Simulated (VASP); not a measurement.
Energy against volume of SiC (zinc blende). Level of theory: vdW-DF2, VASP's PBE PAW potentials (set 64) (plane waves; VASP). Settings: 520 eV cut-off, 10×10×10 Γ-centred mesh, Gaussian smearing of 0.050 eV, potentials Si C.

```json
[
 {"V (Å³/atom)": "10.515", "E (eV/atom)": "-5.80706"},
 {"V (Å³/atom)": "10.840", "E (eV/atom)": "-5.81316"},
 {"V (Å³/atom)": "11.165", "E (eV/atom)": "-5.80767"},
 {"V (Å³/atom)": "11.490", "E (eV/atom)": "-5.79220"}
]
```

Problem. Fit these four points and predict the energy of the run at 10.189 Å³/atom.

Solution. A cubic in V^(−2/3), the third-order Birch-Murnaghan form, passes through the four points with V0 = 10.84 Å³/atom and B0 = 190 GPa, and gives -5.7874 eV/atom there. The run gave -5.7875 eV/atom, -0.0 meV/atom from the fit; all five points give B0 = 190 GPa.

The compound is SiC in the zinc blende structure. It was relaxed first.
